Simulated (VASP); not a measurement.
# MgPb2N2 (P-3m1) in VASP: single point with LDA

Aim: the single point of MgPb2N2 with LDA.

Everything below comes from runs of VASP 6.6.1. Logs are shortened: lines on timing, memory, paths and dates and some standing lists are left out, and cuts for length are marked.

### 1 Starting point

It takes space group P-3m1 (No. 164, trigonal). Conventional cell: a = 3.392 Å, b = 3.392 Å, c = 9.235 Å, α = 90.00°, β = 90.00°, γ = 120.00°. Around Mg (site symmetry -3m) lie 6 N at 2.34 Å. Pb (site symmetry 3m) is surrounded by 3 N at 2.39 Å. Around N (site symmetry 3m) lie 3 Mg at 2.34 Å and 3 Pb at 2.39 Å.

The cell comes from a database or a generator and needn't be the stable form of this composition.

### 2 Single point, LDA

File INCAR:

```
PREC     = Accurate       # precision mode
ENCUT    = 520            # plane-wave cutoff, eV
EDIFF    = 1E-6           # SCF threshold, eV
ISMEAR   = 0              # smearing method
SIGMA    = 0.1            # smearing width, eV
LREAL    = False          # projectors in reciprocal space
LASPH    = True           # aspherical terms in the spheres
NELM     = 60             # most SCF steps
ALGO     = Fast           # electronic algorithm
ISIF     = 2              # what is computed and relaxed
LWAVE    = False          # write WAVECAR
LCHARG   = False          # write CHGCAR
NBANDS   = 28             # bands
```

File KPOINTS:

```
Automatic mesh
0
Gamma
  6 6 2
```

File POSCAR:

```
MgPb2N2
1.0
    3.3917442120      0.0000000000      0.0000000000
   -1.6958721060      2.9373366507      0.0000000000
    0.0000000000      0.0000000000      9.2349600287
Mg Pb N
1 2 2
Direct
    0.0000000000      0.0000000000      0.0000000000
    0.6666666700      0.3333333300      0.2865500000
    0.3333333300      0.6666666700      0.7134500000
    0.6666666700      0.3333333300      0.8618210000
    0.3333333300      0.6666666700      0.1381790000
```

Potentials or basis: VASP PAW LDA potentials, release 64 (Mg, Pb_d, N).

Command:

```
$ cat potpaw_LDA.64/Mg/POTCAR potpaw_LDA.64/Pb_d/POTCAR potpaw_LDA.64/N/POTCAR > POTCAR
$ mpirun -np 1 vasp_std > vasp.out
```

OUTCAR:

```text
PREC = Accurate
   ENCUT = 520
   EDIFF = 1E-6
   ISMEAR = 0
   LREAL = False
   LASPH = True
   NELM = 60
   ISIF = 2

 ion  position               nearest neighbor table
   1  0.000  0.000  0.000-   4 2.34   5 2.34   5 2.34   4 2.34   4 2.34   5 2.34   2 3.29   3 3.29
                             3 3.29   2 3.29   3 3.29   2 3.29
   2  0.667  0.333  0.287-   5 2.39   5 2.39   5 2.39   1 3.29   1 3.29   1 3.29
   3  0.333  0.667  0.713-   4 2.39   4 2.39   4 2.39   1 3.29   1 3.29   1 3.29
   4  0.667  0.333  0.862-   1 2.34   1 2.34   1 2.34   3 2.39   3 2.39   3 2.39
   5  0.333  0.667  0.138-   1 2.34   1 2.34   1 2.34   2 2.39   2 2.39   2 2.39

  LATTYP: Found a hexagonal cell.
 ALAT       =     3.3917442120
 C/A-ratio  =     2.7227760855

  Lattice vectors:

 A1 = (   3.3917442120,   0.0000000000,   0.0000000000)
 A2 = (  -1.6958721060,   2.9373366507,   0.0000000000)
 A3 = (   0.0000000000,   0.0000000000,   9.2349600287)

Analysis of symmetry for initial positions (statically):
=====================================================================
 Subroutine PRICEL returns:
 Original cell was already a primitive cell.

 Routine SETGRP: Setting up the symmetry group for a
 hexagonal supercell.

 Subroutine GETGRP returns: Found 12 space group operations
 (whereof 12 operations were pure point group operations)
 out of a pool of 24 trial point group operations.

The static configuration has the point symmetry D_3d.

Analysis of symmetry for dynamics (positions and initial velocities):
=====================================================================
 Subroutine PRICEL returns:
 Original cell was already a primitive cell.

 Routine SETGRP: Setting up the symmetry group for a
 hexagonal supercell.

 Subroutine GETGRP returns: Found 12 space group operations
 (whereof 12 operations were pure point group operations)
 out of a pool of 24 trial point group operations.

The dynamic configuration has the point symmetry D_3d.

 Subroutine INISYM returns: Found 12 space group operations
 (whereof 12 operations are pure point group operations),
 and found     1 'primitive' translations

----------------------------------------------------------------------------------------

                                     Primitive cell

  volume of cell :      92.0051

  direct lattice vectors                    reciprocal lattice vectors
     3.391744212  0.000000000  0.000000000     0.294833554  0.170222232  0.000000000
    -1.695872106  2.937336651  0.000000000     0.000000000  0.340444463  0.000000000
     0.000000000  0.000000000  9.234960029     0.000000000  0.000000000  0.108284172

  length of vectors
     3.391744212  3.391744212  9.234960029     0.340444463  0.340444463  0.108284172

  position of ions in fractional coordinates (direct lattice)
     0.000000000  0.000000000  0.000000000
     0.666666670  0.333333330  0.286550000
     0.333333330  0.666666670  0.713450000
     0.666666670  0.333333330  0.861821000
     0.333333330  0.666666670  0.138179000

  ion indices of the primitive-cell ions
   primitive index   ion index
                 1           1
                 2           2
                 3           3
                 4           4
                 5           5

----------------------------------------------------------------------------------------

 KPOINTS: Automatic mesh

Automatic generation of k-mesh.
 Grid dimensions read from file:
 generate k-points for:    6    6    2

 Generating k-lattice:

  Cartesian coordinates                     Fractional coordinates (reciprocal lattice)
     0.049138926  0.028370372  0.000000000     0.166666667  0.000000000  0.000000000
     0.000000000  0.056740744  0.000000000     0.000000000  0.166666667  0.000000000
     0.000000000  0.000000000  0.054142086     0.000000000  0.000000000  0.500000000

  Length of vectors
     0.056740744  0.056740744  0.054142086

  Shift w.r.t. Gamma in fractional coordinates (k-lattice)
     0.000000000  0.000000000  0.000000000

 Subroutine IBZKPT returns following result:
 ===========================================

 Found     14 irreducible k-points:

 Following reciprocal coordinates:
            Coordinates               Weight
  0.000000  0.000000  0.000000      1.000000
  0.166667  0.000000  0.000000      6.000000
  0.333333 -0.000000  0.000000      6.000000
  0.500000 -0.000000  0.000000      3.000000
  0.166667  0.166667  0.000000      6.000000
  0.333333  0.166667  0.000000     12.000000
  0.333333  0.333333  0.000000      2.000000
  0.000000  0.000000  0.500000      1.000000
  0.166667  0.000000  0.500000      6.000000
  0.333333 -0.000000  0.500000      6.000000
  0.500000 -0.000000  0.500000      3.000000
  0.166667  0.166667  0.500000      6.000000
  0.333333  0.166667  0.500000     12.000000
  0.333333  0.333333  0.500000      2.000000
   k-points           NKPTS =     14   k-points in BZ     NKDIM =     14   number of bands    NBANDS=     28
   number of dos      NEDOS =    301   number of ions     NIONS =      5
   total plane-waves  NPLWV =  54880
   dimension x,y,z NGX =    28 NGY =   28 NGZ =   70
   dimension x,y,z NGXF=    56 NGYF=   56 NGZF=  140
   ions per type =               1   2   2
   NGX,Y,Z   is equivalent  to a cutoff of  13.72, 13.72, 12.60 a.u.
   NGXF,Y,Z  is equivalent  to a cutoff of  27.45, 27.45, 25.20 a.u.
 SYSTEM =  unknown system
   PREC   = accura    normal or accurate (medium, high low for compatibility)
   ISTART =      0    job   : 0-new  1-cont  2-samecut
   ICHARG =      2    charge: 1-file 2-atom 10-const
   ISPIN  =      1    spin polarized calculation?
   LNONCOLLINEAR =      F non collinear calculations
   LSORBIT =      F    spin-orbit coupling
   LASPH  =      T    aspherical Exc in radial PAW
   ENCUT  =  520.0 eV  38.22 Ry    6.18 a.u.   6.31  6.31 17.17*2*pi/ulx,y,z
   NELM   =     60;   NELMIN=  2; NELMDL= -5     # of ELM steps
   EDIFF  = 0.1E-05   stopping-criterion for ELM
   LREAL  =      F    real-space projection
   EDIFFG = 0.1E-04   stopping-criterion for IOM
   NSW    =      0    number of steps for IOM
   IBRION =     -1    ionic relax: 0-MD 1-quasi-New 2-CG
   NFREE  =      0    steps in history (QN), initial steepest desc. (CG)
   ISIF   =      2    stress and relaxation
   ISYM   =      2    0-nonsym 1-usesym 2-fastsym
   POTIM  = 0.5000    time-step for ionic-motion
   TEBEG  =    0.0;   TEEND  =   0.0 temperature during run
   PSTRESS=    0.0 pullay stress
   NELECT =      40.0000    total number of electrons
   NUPDOWN=      -1.0000    fix difference up-down
   EMIN   =  10.00;   EMAX   =-10.00  energy-range for DOS
   EFERMI =   0.00;   METHOD = LEGACY
   ISMEAR =     0;   SIGMA  =   0.10  broadening in eV -4-tet -1-fermi 0-gaus
   EFERMI_NEDOS =   21; number of points for ismear=-14 and -15
   IALGO  =     68    algorithm
   IMIX   =      4    mixing-type and parameters
     AMIX     =   0.40;   BMIX     =  1.00
     AMIX_MAG =   1.60;   BMIX_MAG =  1.00
  volume/ion in A,a.u.               =      18.40       124.18
  Fermi-wavevector in a.u.,A,eV,Ry     =   1.240198  2.343634 20.926986  1.538090
  Thomas-Fermi vector in A             =   2.374649
   LORBIT       =      0    0 simple, 1 ext, 2 COOP (PROOUT), +10 PAW based schemes
   GGA     = CA    functional components
   LHFCALC =     F    Hartree Fock is set to
   AEXX    =    0.0000 exact exchange contribution
   IVDW    =     0    specifies the selected vdW correction
   LEPSILON=     F    determine dielectric tensor
   LRPA    =     F    only Hartree local field effects (RPA)
 non-spin polarized calculation
 RMM-DIIS sequential band-by-band and
 Gauss-broadening in eV      SIGMA  =   0.10
  energy-cutoff  :      520.00
  volume of cell :       92.01
 maximum number of plane-waves:      2496
 NGX is ok and might be reduce to    28
   NGX = 13   NGY = 13   NGZ = 35

 number of electron      39.9999999 magnetization

 Free energy of the ion-electron system (eV)
  ---------------------------------------------------
  ext. energy  EPLUGINS =         0.00000000
  ---------------------------------------------------
  free energy    TOTEN  =       -28.74344537 eV

  energy without entropy =      -28.74344519  energy(sigma->0) =      -28.74344528

 E-fermi :   5.7665     XC(G=0): -10.4493

 val. band max:        5.4650127365   @ k =   0.0000   0.0000   0.0000
 cond. band min:       6.0729501385   @ k =   0.0000   0.0000   0.0000
 fundamental gap:      0.6079374020
 Fermi energy:         5.7664782087

 k-point     1 :       0.0000    0.0000    0.0000
  band No.  band energies     occupation
      1     -11.0925      2.00000
      2     -11.0925      2.00000
      3     -11.0918      2.00000
      4     -11.0918      2.00000
      5     -11.0696      2.00000
      6     -11.0640      2.00000
[... 20 lines left out ...]
     27      13.2017      0.00000
     28      14.8574      0.00000

 k-point     2 :       0.1667    0.0000    0.0000
  band No.  band energies     occupation
      1     -11.1721      2.00000
      2     -11.1676      2.00000
      3     -11.0079      2.00000
      4     -11.0071      2.00000
      5     -10.9936      2.00000
      6     -10.9850      2.00000
[... 20 lines left out ...]
     27      13.0426      0.00000
     28      14.7170      0.00000

 k-point     3 :       0.3333   -0.0000    0.0000
  band No.  band energies     occupation
      1     -11.3372      2.00000
      2     -11.3292      2.00000
      3     -11.0567      2.00000
      4     -11.0484      2.00000
      5     -10.8655      2.00000
      6     -10.8602      2.00000
[... 306 lines left out ...]
      3     -11.0512      2.00000
      4     -11.0443      2.00000
      5     -10.9139      2.00000
      6     -10.9054      2.00000
[... 20 lines left out ...]
     27      12.3823      0.00000
     28      13.5411      0.00000

 k-point    14 :       0.3333    0.3333    0.5000
  band No.  band energies     occupation
      1     -11.3010      2.00000
      2     -11.3010      2.00000
      3     -10.9735      2.00000
      4     -10.9641      2.00000
      5     -10.9285      2.00000
      6     -10.9264      2.00000
[... 20 lines left out ...]
     27      13.1565      0.00000
     28      13.5581      0.00000

------------------------ aborting loop because EDIFF is reached ----------------------------------------

  FORCE on cell =-STRESS in cart. coord.  units (eV):
  Direction    XX          YY          ZZ          XY          YZ          ZX
  --------------------------------------------------------------------------------------
  -------------------------------------------------------------------------------------
  Total       -3.8864055     -3.8864055     -3.2541414      0.0000000      0.0000000     -0.0000000
  in kB      -67.6778977    -67.6778977    -56.6676458      0.0000000      0.0000000     -0.0000000
  external PRESSURE =     -64.0078137 kB  Pullay stress =       0.0000000 kB

 VOLUME and BASIS-vectors are now :
 -----------------------------------------------------------------------------
  energy-cutoff  :      520.00
  volume of cell :       92.01
      direct lattice vectors                 reciprocal lattice vectors
     3.391744212  0.000000000  0.000000000     0.294833554  0.170222232  0.000000000
    -1.695872106  2.937336651  0.000000000     0.000000000  0.340444463  0.000000000
     0.000000000  0.000000000  9.234960029     0.000000000  0.000000000  0.108284172

 POSITION                                       TOTAL-FORCE (eV/Angst)
 -----------------------------------------------------------------------------------
      0.00000      0.00000      0.00000        -0.000000      0.000000      0.000000
      1.69587      0.97911      2.64628         0.000000      0.000000     -0.548892
     -0.00000      1.95822      6.58868        -0.000000      0.000000      0.548892
      1.69587      0.97911      7.95888        -0.000000      0.000000     -0.235497
     -0.00000      1.95822      1.27608         0.000000     -0.000000      0.235497
 -----------------------------------------------------------------------------------
    total drift:                                0.000000      0.000000      0.000000

  FREE ENERGIE OF THE ION-ELECTRON SYSTEM (eV)
  ---------------------------------------------------
  free  energy   TOTEN  =       -28.7434453742 eV

  energy  without entropy=      -28.7434451901  energy(sigma->0) =      -28.74344528
```

Wall time 43 s (1 thread of Intel Xeon Platinum 8488C (Sapphire Rapids), shared host); peak memory 0.2 GiB.

What came out:

| Item | Value |
| --- | --- |
| Free energy | -28.7434 eV |
| Pressure | -6.4 GPa |
| Largest force | 0.549 eV/Å |
| Band gap on the k mesh | 0.61 eV, direct |

Forces in eV/Å, atoms in the order of the input:
```
Mg   0.000  0.000  0.000
Pb   0.000  0.000 -0.549
Pb   0.000  0.000  0.549
N    0.000  0.000 -0.235
N    0.000  0.000  0.235
```

Levels at points of the mesh, in eV from the valence-band top:
| k point | band 17 | band 18 | band 19 | band 20 | band 21 | band 22 | band 23 | band 24 |
| --- | --- | --- | --- | --- | --- | --- | --- | --- |
| (0.00, 0.00, 0.00) | -0.97 | -0.64 | -0.64 | 0.00 | 0.61 | 2.71 | 7.04 | 7.63 |
| (0.50, 0.00, 0.00) | -2.46 | -2.04 | -1.58 | -1.26 | 0.89 | 1.46 | 3.93 | 4.74 |
| (0.00, 0.00, 0.50) | -0.97 | -0.97 | -0.65 | -0.65 | 1.66 | 2.51 | 6.96 | 7.49 |
| (0.50, 0.00, 0.50) | -2.45 | -2.03 | -1.60 | -1.33 | 0.64 | 2.06 | 3.30 | 5.66 |

Caveat: spin-orbit coupling is left out, which as a rule narrows the gap of such compounds by several tenths of an eV. As with any semilocal functional, this LDA gap is likely too small.
